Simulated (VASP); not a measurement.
A run of VASP 6.6.1 is set up as follows.

File POSCAR:

```
GaB
1.0
    2.7182400000      0.0000000000      0.0000000000
    0.0000000000      2.7182400000      0.0000000000
    0.0000000000      0.0000000000      3.2362100000
Ga B
1 1
Direct
    0.5000000000      0.5000000000      0.5000000000
    0.0000000000      0.0000000000      0.0000000000
```

The input INCAR.step1:

```
PREC     = Accurate       # precision mode
ENCUT    = 520            # plane-wave cutoff, eV
EDIFF    = 1E-5           # SCF threshold, eV
ISMEAR   = -1             # smearing method
SIGMA    = 0.05           # smearing width, eV
LREAL    = False          # projectors in reciprocal space
LASPH    = True           # aspherical terms in the spheres
NELM     = 60             # most SCF steps
ALGO     = Normal         # electronic algorithm
ISIF     = 2              # what is computed and relaxed
LWAVE    = True           # write WAVECAR
LCHARG   = False          # write CHGCAR
GGA      = PE             # functional
```

File INCAR.step2:

```
PREC     = Accurate       # precision mode
ENCUT    = 520            # plane-wave cutoff, eV
EDIFF    = 1E-6           # SCF threshold, eV
ISMEAR   = -1             # smearing method
SIGMA    = 0.05           # smearing width, eV
LREAL    = False          # projectors in reciprocal space
LASPH    = True           # aspherical terms in the spheres
NELM     = 60             # most SCF steps
ALGO     = Normal         # electronic algorithm
ISIF     = 2              # what is computed and relaxed
LWAVE    = False          # write WAVECAR
LCHARG   = False          # write CHGCAR
METAGGA  = MBJ            # meta-GGA
ISTART   = 1
```

File KPOINTS:

```
regular mesh
0
Gamma
  10 10 8
```

Contents of KPOINTS_OPT:

```
path GXMGZRAZ,XR,MA
20
line-mode
reciprocal
 0.0000000000  0.0000000000  0.0000000000  G
 0.0000000000  0.5000000000  0.0000000000  X

 0.0000000000  0.5000000000  0.0000000000  X
 0.5000000000  0.5000000000  0.0000000000  M

 0.5000000000  0.5000000000  0.0000000000  M
 0.0000000000  0.0000000000  0.0000000000  G

 0.0000000000  0.0000000000  0.0000000000  G
 0.0000000000  0.0000000000  0.5000000000  Z

 0.0000000000  0.0000000000  0.5000000000  Z
 0.0000000000  0.5000000000  0.5000000000  R

 0.0000000000  0.5000000000  0.5000000000  R
 0.5000000000  0.5000000000  0.5000000000  A

 0.5000000000  0.5000000000  0.5000000000  A
 0.0000000000  0.0000000000  0.5000000000  Z

 0.0000000000  0.5000000000  0.0000000000  X
 0.0000000000  0.5000000000  0.5000000000  R

 0.5000000000  0.5000000000  0.0000000000  M
 0.5000000000  0.5000000000  0.5000000000  A
```

Potentials or basis: VASP PAW PBE potentials, release 64 (Ga_d, B).

Launch:

```console
$ cat potpaw_PBE.64/Ga_d/POTCAR potpaw_PBE.64/B/POTCAR > POTCAR
$ cp INCAR.step1 INCAR
$ mpirun -np 1 vasp_std > vasp.out
$ cp INCAR.step2 INCAR
$ mpirun -np 1 vasp_std > vasp.out
```

Problem. Estimate the band gap along the path.

Solution. None (metal or under the smearing width).

Levels at the corners of the path, in eV from the Fermi level:
```tsv
point	band 5	band 6	band 7	band 8	band 9	band 10	band 11	band 12
Γ	-15.59	-13.36	-1.74	2.05	2.83	2.83	9.17	9.42
X	-15.62	-8.70	-8.22	1.87	5.34	5.61	5.69	5.75
X	-15.62	-8.70	-8.22	1.87	5.34	5.61	5.69	5.75
M	-15.45	-4.47	-4.47	-3.61	-1.83	3.24	7.91	7.91
M	-15.45	-4.47	-4.47	-3.61	-1.83	3.24	7.91	7.91
Γ	-15.59	-13.36	-1.74	2.05	2.83	2.83	9.17	9.42
Γ	-15.59	-13.36	-1.74	2.05	2.83	2.83	9.17	9.42
Z	-15.59	-9.93	-9.92	4.57	4.57	8.20	9.67	9.67
Z	-15.59	-9.93	-9.92	4.57	4.57	8.20	9.67	9.67
R	-15.53	-5.48	-5.32	-5.17	-4.12	5.73	10.47	12.30
R	-15.53	-5.48	-5.32	-5.17	-4.12	5.73	10.47	12.30
A	-15.45	-2.04	-1.33	-1.33	-0.48	0.20	0.20	1.50
A	-15.45	-2.04	-1.33	-1.33	-0.48	0.20	0.20	1.50
Z	-15.59	-9.93	-9.92	4.57	4.57	8.20	9.67	9.67
X	-15.62	-8.70	-8.22	1.87	5.34	5.61	5.69	5.75
R	-15.53	-5.48	-5.32	-5.17	-4.12	5.73	10.47	12.30
M	-15.45	-4.47	-4.47	-3.61	-1.83	3.24	7.91	7.91
A	-15.45	-2.04	-1.33	-1.33	-0.48	0.20	0.20	1.50
```
